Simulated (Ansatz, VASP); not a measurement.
# Fe: VASP beside Ansatz, part 2 of 2

Wanted: the spread between two codes on one cell, functional and k mesh. The cell is taken from a series of VASP runs on this material, whose earlier steps may have relaxed, scaled or displaced it; both programs get it as it stands.

VASP 6.6.1 and Ansatz 0.2.0.

So far: The structure; VASP: relaxation of cell and atoms, r2SCAN with rVV10.

**3. Ansatz: relaxation of cell and atoms, r2SCAN with rVV10**

Level of this step: Ansatz beside VASP: Kohn-Sham DFT, plane waves, r2SCAN with rVV10 (Ansatz).

Ansatz runs on its default PAW (the set named soft_2) files.

The same cell, functional, mesh and smearing now go to Ansatz, which takes its cutoff from its data sets.

Input file input.yaml:

```yaml
crystal:
  lattice:
    - [-1.4291092726, 1.4291092726, 1.4291092726]
    - [1.4291092726, -1.4291092726, 1.4291092726]
    - [1.4291092726, 1.4291092726, -1.4291092726]
  atoms:
    - { symbol: Fe, position: [0.0, 0.0, 0.0], spin: 3.0 }
hamiltonian:
  xc: r2scan
  pseudopotentials: { kind: paw }
  dispersion: rvv10
magnetization:
  spin_polarized: true
kpoints:
  mp_grid: { grid: [22, 22, 22] }
scf:
  occupations: { method: methfessel_paxton, width: 0.15 }
relax:
  f_tol: 0.01
  max_steps: 60
  cell: { stress_tol: 0.05 }
output:
  forces: true
  stress: true
```

Command:

```
$ ansatz run input.yaml --threads 4 --pin off --max-ram 9216MiB --backend cpu --events-out ev --progress --plain --runs-dir out
```

Numbers of over 12 decimals in the logs are rounded to 6 here.

The program printed:

```text
Engine: ansatz 0.2.0, x86_64-unknown-linux-gnu
Pseudopotentials: kind: paw
Pseudopotential: Fe, paw, valence charge 16, recommended cutoff 500 eV (meta_gga), Fe.paw.azcp
Functional definition: r2SCAN+rVV10
  parameter k0 = 0.174
  parameter k1 = 0.065
  parameter a1 = 4.9479
  exchange = r2scan_x(k0 = k0, k1 = k1, a1 = a1)
  correlation = r2scan_c + rvv10(11.95, 0.0093)
Crystal: 1 atoms, lattice volume = 11.675 Å³
Basis set: ecut = 500 eV, 321 PW (Γ), exchange–correlation on 96×96×96 points (64 copies of the dense FFT grid, shifted against one another)
Bands: 14, of which v1, the nominal top of the filled ones, is band 8 counted from 1 (7 counted from 0)
Symmetry: 48 space group operations
Space group: Im-3m (ITA 229), of the structure as read, at distance tolerance 2.3e-5 Å
Magnetic group: BNS 229.140 (UNI 1642), of the structure as read, at distance tolerance 2.3e-5 Å
k-points: 328 of 10648
Non-local potential: Fe, projectors of the file, l = 0: 3, l = 1: 2, l = 2: 3, l = 3: 1
PAW form: soft (Blöchl's): semilocal exchange-correlation on the pseudo side does not see the compensation charge
rVV10 density: all electrons in the spheres
PAW frozen core: Fe, regenerated for the run's functional (the file was generated under x = pbe(κ = 0.804, μ = 0.219515), c = pbe(β = 0.066725))
PAW one-centre angular grid: Fe, 590 points (default); XC on 160 Gauss nodes
Initial density: superposition of atomic densities (chi_scale 0.1, normalization cell)
Starting moments: Σ|m| = 3 μB on 1 of 1 site
Initial wavefunctions: pseudopotential atomic-orbital guess
Functional: x = r2scan, c = r2scan + rvv10(b = 11.95, C = 0.0093); τ floored in thin density (d = 2e-4 eV/Å³)
SCF iter   1: F=—  HF=-4484.767427 eV  |F-HF|=—  |Δ(HF+E_count)|=         —  Δρ=8.61e-2 (↑3.55e-2 ↓8.61e-2)  dr2=1.11e0  dr2_τ=5.35e-3  dr2_m=9.33e-2  M=2.749 μB ∫|m|=2.843 μB  β_m=1.00  ethr=3.10e-3  ⟨swp⟩=4.6  Hψ=43567  notcnv=0
Mixer restart at iter 1: flushing history
preconditioner: auto → none  [metal: Δε(μ)=0.019 eV  Ē_g=15.326 eV  σ=0.150 eV  W_gap=0.07  n_scr=0 (ndim 8)  ℏωp=30.7 eV  f_vac=0.000  D(μ)=0.71/eV (n_scr^D=12)]
SCF iter   2: F=—  HF=-4484.524548 eV  |F-HF|=—  |Δ(HF+E_count)|=   2.43e-1  Δρ=2.98e-2 (↑2.98e-2 ↓1.57e-2)  dr2=1.80e-2  dr2_τ=3.48e-3  dr2_m=4.77e-2  M=2.722 μB ∫|m|=2.957 μB  β_m=1.00  ethr=3.10e-3  ⟨swp⟩=3.2  Hψ=21947  notcnv=0  defer=773  κ⁻¹=1.0e0(r=1)
SCF iter   3: F=—  HF=-4484.697868 eV  |F-HF|=—  |Δ(HF+E_count)|=         —  Δρ=1.02e-2 (↑1.02e-2 ↓6.27e-3)  dr2=6.27e-3  dr2_τ=3.07e-4  dr2_m=2.63e-3  M=2.708 μB ∫|m|=2.984 μB  β_m=1.00  ethr=1.13e-4  ⟨swp⟩=2.2  Hψ=17760  notcnv=0  defer=773
Mixer restart at iter 3: flushing history
SCF iter   4: F=—  HF=-4484.828429 eV  |F-HF|=—  |Δ(HF+E_count)|=   1.31e-1  Δρ=5.51e-3 (↑5.25e-3 ↓5.51e-3)  dr2=4.43e-3  dr2_τ=2.09e-4  dr2_m=6.39e-5  M=2.693 μB ∫|m|=2.988 μB  β_m=1.00  ethr=3.92e-5  ⟨swp⟩=2.1  Hψ=16520  notcnv=0  defer=771  κ⁻¹=1.0e0(r=1)
SCF iter   5: F=—  HF=-4484.928999 eV  |F-HF|=—  |Δ(HF+E_count)|=   1.01e-1  Δρ=4.39e-3 (↑3.49e-3 ↓4.39e-3)  dr2=2.87e-3  dr2_τ=1.14e-4  dr2_m=7.22e-5  M=2.680 μB ∫|m|=2.986 μB  β_m=1.00  ethr=2.77e-5  ⟨swp⟩=2.0  Hψ=17184  notcnv=0  defer=767  κ⁻¹=6.8e-2(r=2)
SCF iter   6: F=—  HF=-4485.019209 eV  |F-HF|=—  |Δ(HF+E_count)|=   9.02e-2  Δρ=1.73e-3 (↑1.51e-3 ↓1.73e-3)  dr2=8.69e-4  dr2_τ=8.95e-6  dr2_m=3.95e-6  M=2.658 μB ∫|m|=2.977 μB  β_m=1.00  ethr=1.80e-5  ⟨swp⟩=2.1  Hψ=17879  notcnv=0  defer=765  κ⁻¹=6.8e-3(r=3)
SCF iter   7: F=—  HF=-4485.020993 eV  |F-HF|=—  |Δ(HF+E_count)|=   1.78e-3  Δρ=4.02e-4 (↑3.30e-4 ↓4.02e-4)  dr2=1.55e-5  dr2_τ=1.94e-6  dr2_m=5.49e-6  M=2.651 μB ∫|m|=2.970 μB  β_m=1.00  ethr=5.43e-6  ⟨swp⟩=2.4  Hψ=15351  notcnv=0  defer=762  κ⁻¹=2.0e-3(r=4)
SCF iter   8: F=—  HF=-4485.017402 eV  |F-HF|=—  |Δ(HF+E_count)|=         —  Δρ=6.29e-4 (↑5.11e-4 ↓6.29e-4)  dr2=1.26e-6  dr2_τ=5.72e-7  dr2_m=3.46e-5  M=2.655 μB ∫|m|=2.975 μB  β_m=1.20  ethr=9.69e-8  ⟨swp⟩=2.4  Hψ=14911  notcnv=0  defer=762
[...]
iteration 8: the input's own smearing fills from here on; a Gaussian of 0.15 eV has filled iterations ahead of it
[...]
SCF iter  10: F=—  HF=-4485.017436 eV  |F-HF|=—  |Δ(HF+E_count)|=   3.93e-7  S|Δr|=    0.00e0  Δρ=4.98e-5 (↑3.07e-5 ↓4.98e-5)  dr2=3.33e-7  dr2_τ=8.92e-9  dr2_m=1.71e-8  M=2.655 μB ∫|m|=2.976 μB  β_m=1.20  ethr=3.99e-9  ⟨swp⟩=1.5  Hψ=9959  notcnv=0  defer=762  κ⁻¹=5.0e-3(r=2)
SCF iter  11: F=—  HF=-4485.017437 eV  |F-HF|=—  |Δ(HF+E_count)|=   4.20e-7  S|Δr|=    0.00e0  Δρ=2.33e-5 (↑2.33e-5 ↓2.01e-5)  dr2=8.56e-8  dr2_τ=2.39e-9  dr2_m=1.30e-9  M=2.655 μB ∫|m|=2.976 μB  β_m=1.20  ethr=6.25e-10  ⟨swp⟩=2.6  Hψ=31051  notcnv=0  κ⁻¹=1.3e-3(r=3)
SCF iter  12: F=-4485.017437 eV  HF=-4485.017437 eV  |F-HF|=3.07e-8  |Δ(HF+E_count)|=   3.06e-7  S|Δr|=    0.00e0  Δρ=5.92e-6 (↑5.80e-6 ↓5.92e-6)  dr2=4.79e-9  dr2_τ=9.25e-11  dr2_m=2.58e-10  M=2.655 μB ∫|m|=2.976 μB  ethr=5.35e-10  ⟨swp⟩=4.0  Hψ=27357  notcnv=0
SCF 1 converged in 12 iterations: F = -4485.017437 eV  dr2 = 4.79e-9
  greatest PAW one-centre occupation: 1.004 electrons in one spin orbital (limit 2), on the Fe atom at site 0 (counted from 0), in its partial waves of l = 1
relax step   1: F+E_penalty+E_count = -4485.01743687 eV  Δ(F+E_penalty+E_count) = +0.000e0 eV  max|allowed force component| = 0.000e0 eV/Å  Δτ_max = 0.0000 Å  P = +0.007 GPa  Ω = 11.675 Å³  (12 SCF iters, dr2 threshold 1.00e-7 eV, accepted)
rVV10 density: all electrons in the spheres
Initial density: handed on by an earlier stage of this run
Starting moments: Σ|m| = 3 μB on 1 of 1 site; this step starts from the density that it was given
Initial wavefunctions: pseudopotential atomic-orbital guess (no wavefunctions were taken with the density)
iter 1 solved again at ethr=1.62e-9 eV; its pass at ethr=3.10e-3 eV (dr2=2.59e-7 eV) is discarded
SCF iter   1: F=—  HF=-4485.017437 eV  |F-HF|=—  |Δ(HF+E_count)|=         —  Δρ=5.90e-6 (↑5.85e-6 ↓5.90e-6)  dr2=4.90e-9  dr2_τ=9.16e-11  dr2_m=2.55e-10  M=2.655 μB ∫|m|=2.976 μB  β_m=1.20  ethr=1.62e-9  ⟨swp⟩=3.8  Hψ=75833  notcnv=0
preconditioner: auto → none  [metal: Δε(μ)=0.007 eV  Ē_g=15.783 eV  σ=0.150 eV  W_gap=0.04  n_scr=0 (ndim 8)  ℏωp=30.7 eV  f_vac=0.000  D(μ)=0.72/eV (n_scr^D=12)]
SCF iter   2: F=—  HF=-4485.017437 eV  |F-HF|=—  |Δ(HF+E_count)|=   5.28e-8  S|Δr|=    0.00e0  Δρ=4.56e-6 (↑4.23e-6 ↓4.56e-6)  dr2=2.54e-9  dr2_τ=3.11e-11  dr2_m=1.02e-10  M=2.655 μB ∫|m|=2.976 μB  β_m=1.20  ethr=3.06e-11  ⟨swp⟩=1.7  Hψ=11698  notcnv=0  κ⁻¹=1.0e0(r=1)
SCF iter   3: F=—  HF=-4485.017437 eV  |F-HF|=—  |Δ(HF+E_count)|=   2.03e-8  S|Δr|=    0.00e0  Δρ=1.70e-6 (↑1.62e-6 ↓1.70e-6)  dr2=2.96e-10  dr2_τ=4.37e-12  dr2_m=3.77e-11  M=2.655 μB ∫|m|=2.976 μB  β_m=1.20  ethr=1.59e-11  ⟨swp⟩=2.0  Hψ=14370  notcnv=0  κ⁻¹=6.2e-2(r=2)
SCF iter   4: F=—  HF=-4485.017437 eV  |F-HF|=—  |Δ(HF+E_count)|=   3.20e-9  S|Δr|=    0.00e0  Δρ=6.14e-7 (↑5.08e-7 ↓6.14e-7)  dr2=6.91e-11  dr2_τ=8.43e-13  dr2_m=5.32e-13  M=2.655 μB ∫|m|=2.976 μB  β_m=1.20  ethr=1.85e-12  ⟨swp⟩=2.0  Hψ=14402  notcnv=0  κ⁻¹=6.3e-3(r=3)
SCF iter   5: F=—  HF=-4485.017437 eV  |F-HF|=—  |Δ(HF+E_count)|=  2.23e-10  S|Δr|=    0.00e0  Δρ=2.60e-7 (↑1.35e-7 ↓2.60e-7)  dr2=4.35e-12  dr2_τ=8.18e-14  dr2_m=1.80e-12  M=2.655 μB ∫|m|=2.976 μB  β_m=1.20  ethr=1.00e-12  ⟨swp⟩=3.9  Hψ=37265  notcnv=0  κ⁻¹=2.5e-3(r=4)
SCF iter   6: F=-4485.017437 eV  HF=-4485.017437 eV  |F-HF|=2.73e-12  |Δ(HF+E_count)|=  3.82e-11  S|Δr|=    0.00e0  Δρ=6.93e-8 (↑6.93e-8 ↓4.68e-8)  dr2=4.55e-13  dr2_τ=1.22e-14  dr2_m=2.17e-13  M=2.655 μB ∫|m|=2.976 μB  ethr=1.00e-12  ⟨swp⟩=4.9  Hψ=30681  notcnv=0
SCF 2 converged in 6 iterations: F = -4485.017437 eV  dr2 = 4.55e-13
relax step   2: F+E_penalty+E_count = -4485.01743688 eV  Δ(F+E_penalty+E_count) = -7.478e-9 eV  max|allowed force component| = 0.000e0 eV/Å  Δτ_max = 0.0000 Å  P = +0.007 GPa  Ω = 11.675 Å³  stress off target by 6.94e-3 GPa  SCF on the basis re-selected at this cell (its energy is not comparable with the rows above)  (6 SCF iters)
basis re-selected at this cell: Δ(F+E_penalty+E_count) = -7.478e-9 eV, ΔP = +0.000 GPa vs the last step (what re-selecting the basis moved, of the pressure what is left beyond the Pulay correction that the steps carried, after the strain that the cell walked since its last selection, with what the two solves' SCF thresholds leave and, on support functions, any second-order correction that the steps lacked; it is no measure of the basis error at this ecutwfc). This SCF's stress stands 6.94e-3 GPa from its target on what of the cell is left free (relax.cell.stress_tol is 5.00e-2 GPa) and its largest allowed force component is 0.00e0 eV/Å (relax.f_tol is 1.00e-2 eV/Å): [rest of the remark cut]
SCF converged after 6 iterations
Stability not checked: this state was not tested for a lower state beside it, because cold or Methfessel-Paxton smearing, or corrected tetrahedra, fill the levels in a way that the test cannot read (fill_not_monotonic; see scf.lower_state_search)
Magnetization: 2.6552 μB (9.3276 up, 6.6724 down)
Absolute magnetization: 2.9771 μB (∫|ρ↑−ρ↓|, with the PAW one-centre terms)
Spin contamination: 0.1220 ħ² per cell (⟨S²⟩ above its minimum at these occupations)
Per-site moments (μB) at R_I (Å): [(2.807941, 1.021057)]
Free energy (F): -4485.017437 eV
Harris-Foulkes:  -4485.017437 eV  (|F-HF|=2.73e-12)
Internal energy: -4485.017476 eV  (E = F + TS)
E sigma→0 (E₀):  -4485.017447 eV
Entropy (-TS):   0.000039 eV (0.039 meV/atom)
Fermi energy:    17.874961 eV
--- Per-component energies (eV) ---
  E_band       = -242.500713
  E_kinetic    = 348.796021
  E_local      = -2099.600555  (includes V_loc(G=0)·N_el)
  E_nonlocal   = 222.939957
  E_hartree    = 881.182695
  E_xc         = -112.121468
  E_vxc        = -167.376749  (∫ρ·V_xc dr)
  E_paw        = -1379.123866  (= ΣΔE_a)
  E_vpaw       = -321.689158  (= ΣTr[D̂ρ^β])
  E_aug_tail   = 0.000148  (compensation charges beyond the density's cutoff)
  E_vtau       = 12.064267  (kinetic-family band-sum trace: ∫τ·v_τ [+ j·A + Jᵃ·Aᵃ] dr)
  E_ewald      = -2346.800934
  E_core_change = -0.289475  (= ΣΔE_core)
  E_smearing   = 0.000039  (= −TS)
  E_closure    = -0.000000  (closes the sum)
  Σ components = -4485.017437   (vs F -4485.017437, Δ=0.00e0)
--- Forces (eV/Å), atoms counted from 1 ---
  atom   1  Fe    -0.00000000     0.00000000     0.00000000
  max |Σ_I F_I| component: 1.29e-31 eV/Å
--- Stress (GPa, compression-positive) ---
        0.006939      -0.000000      -0.000000
        0.000000       0.006939       0.000000
       -0.000000       0.000000       0.006939
  P = ⅓ Tr σ = 0.0069 GPa (0.069 kbar)
--- Relaxed structure (1 steps of the walk, 1 accepted, 1 SCFs on fresh bases) ---
  F+E_penalty+E_count = -4485.01743688 eV   max|allowed force component| = 0.000e0 eV/Å   (the final SCF, on the basis selected at the relaxed cell)
  cell:  # Å, volume = 11.6750 Å³
    - [-1.4291092726, 1.4291092726, 1.4291092726]
    - [1.4291092726, -1.4291092726, 1.4291092726]
    - [1.4291092726, 1.4291092726, -1.4291092726]
  atoms:
    - { symbol: Fe, position: [0.0, 0.0, 0.0] }
```

It took 9.5 s on 4 threads of Intel Xeon Platinum 8559C (Emerald Rapids), shared host; peak memory 0.56 GiB; 28 s of CPU time.

**4. Differences**

Known differences besides the potentials themselves: VASP keeps PBE cores, Ansatz makes them for the functional; both relaxations stop at a tolerance, which leaves soft axes loose, and VASP keeps its plane-wave basis; the data sets hold 16 valence electrons in Ansatz (default PAW (the set named soft_2) files) and 8 in VASP; the cutoff is 500 eV in Ansatz and 450 eV in VASP; Ansatz adds a Pulay correction to the stress that steers its cell, VASP none; site moments are counted in spheres of each program's own size. Total energies have different zeros and are not compared.

The two programs side by side:

```
                                         quantity  Ansatz   VASP  difference
                                      volume (Å³)   11.67  11.67     +0.04 %
edge a after relaxation, in the typed setting (Å)   2.475  2.475     +0.01 %
                                total moment (μB)    2.66   2.65        0.00
                               moment on Fe1 (μB)    2.81   2.72       +0.09
```

The walks stopped with 0.01 GPa left in Ansatz and -0.03 GPa in VASP; each walk ends within a tolerance, so the volume difference is uncertain by about these residues over the bulk modulus, most in soft cells.

**5. Results**

| Quantity | Value |
| --- | --- |
| difference in volume (relaxation of cell and atoms, r2SCAN with rVV10) | 0.041 % |

In words: The difference in volume is 0.041 % (relaxation of cell and atoms, r2SCAN with rVV10), within the 1.2 % picked in this series as the mark of a large difference, as far as the stopping tolerances let one tell. Such differences can come from data sets, numerical settings and the points named under the comparisons, not from the functional's error against experiment.

[Lines on the potential files, build, host, timing and source positions are cut from VASP's logs without a mark.]

[Logs are printed without paths, hosts, clocks, repeated set-up lines and the standing remarks that a program may print on its own settings, such as how far it seeks lower states.]

[Hosts, paths, dates, database ids (printed as entryN), source tags and the programs' standing remarks are cut or masked in the printed files.]
